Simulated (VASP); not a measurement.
Calculation: PBE GGA, VASP's PBE PAW potentials (set 64) (plane waves; VASP 6.6.1).

The input files of a VASP run:

### KPOINTS
```
Regular mesh
0
Gamma
  7 7 7
```

INCAR:
```
# general
SYSTEM   =  NaCl
PREC     =  Accurate
ENCUT    =  400
LREAL    =  .FALSE.
LASPH    =  .TRUE.   # aspherical one-centre terms
ADDGRID  =  .TRUE.

# electronic loop
EDIFF    =  1E-6   # SCF stop (eV)
NELM     =  100   # most electronic steps
ALGO     =  Normal   # blocked Davidson

# smearing
ISMEAR   =  0
SIGMA    =  0.05

# functional
GGA      =  PE

# ions
ISIF     =  2

# output
LWAVE    =  .FALSE.
LCHARG   =  .FALSE.
```

POSCAR:
```
NaCl
1
    0.0000000000     2.8764000000     2.8764000000
    2.8764000000     0.0000000000     2.8764000000
    2.8764000000     2.8764000000     0.0000000000
Na Cl
1 1
Direct
  0.0000000000   0.0000000000   0.0000000000
  0.5000000000   0.5000000000   0.5000000000
```

POTCAR, in this order: Na_pv Cl (PBE.64 set). Program: vasp_std.

Question: Predict the energy per atom (σ→0), band gap (on the k-mesh).

Answer: 
```json
{
  "energy per atom (σ→0)": "-3.387 eV/atom",
  "band gap (on the k-mesh)": "4.88 eV"
}
```

**OSZICAR**
```
...
DAV:   6    -0.678098296995E+01    0.20544E+00   -0.41909E-01   512   0.417E+00    0.157E+00
DAV:   7    -0.676863766256E+01    0.12345E-01   -0.93806E-02   545   0.199E+00    0.107E+00
DAV:   8    -0.677470688682E+01   -0.60692E-02   -0.10516E-02   464   0.105E+00    0.251E-01
DAV:   9    -0.677465583320E+01    0.51054E-04   -0.20536E-04   545   0.136E-01    0.146E-01
DAV:  10    -0.677484055223E+01   -0.18472E-03   -0.39909E-04   464   0.163E-01    0.564E-02
DAV:  11    -0.677483077455E+01    0.97777E-05   -0.20170E-05   512   0.410E-02    0.132E-02
DAV:  12    -0.677483049470E+01    0.27985E-06   -0.20598E-06   482   0.138E-02
   1 F= -.67748305E+01 E0= -.67748305E+01  d E =-.459727E-21
```

The compound is NaCl in the rock salt structure. The cell was not relaxed at this level. The run is one of a series of settings (ADDGRID = .TRUE. against the base run), some of them coarse on purpose.
